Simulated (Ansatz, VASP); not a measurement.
Two plane-wave programs on NbB2

```xyz
3
Lattice="3.0720 0.0000 0.0000 -1.5360 2.6604 0.0000 0.0000 0.0000 3.1173" Properties=species:S:1:pos:R:3 pbc="T T T"
Nb    0.0000    0.0000    0.0000
B     0.0000    1.7736    1.5586
B     1.5360    0.8868    1.5586
```

Change from the starting cell: strain +0.000 along x and y, -0.050 along z, atoms carried along.

Alike in both runs: task single point; functional LDA; k mesh 18 × 18 × 14; occupations gaussian, width 0.15 eV; no spin polarisation.

|  | VASP | Ansatz |
| --- | --- | --- |
| version | VASP 6.6.1 | Ansatz 0.2.0 |
| potentials or method | VASP PAW LDA potentials, release 64 (Nb_sv, B) | scalar-relativistic, plane waves, PAW |
| plane-wave cutoff (eV) | 520 | 420 |
| valence electrons in the cell | 19 | 19 |

```csv
,VASP,Ansatz,Ansatz less VASP
gap on the k mesh at the Fermi level (eV),none,none,-
pressure (GPa),17.4,17.3,-0.07
largest component of the traceless stress (GPa),10.65,10.76,+0.113
```

A gap of «none» marks a metal or a gap that the smearing closes.

Caveats: so large a pressure means that the cell lies far from this level's equilibrium, or that cutoff or potentials fall short (VASP).
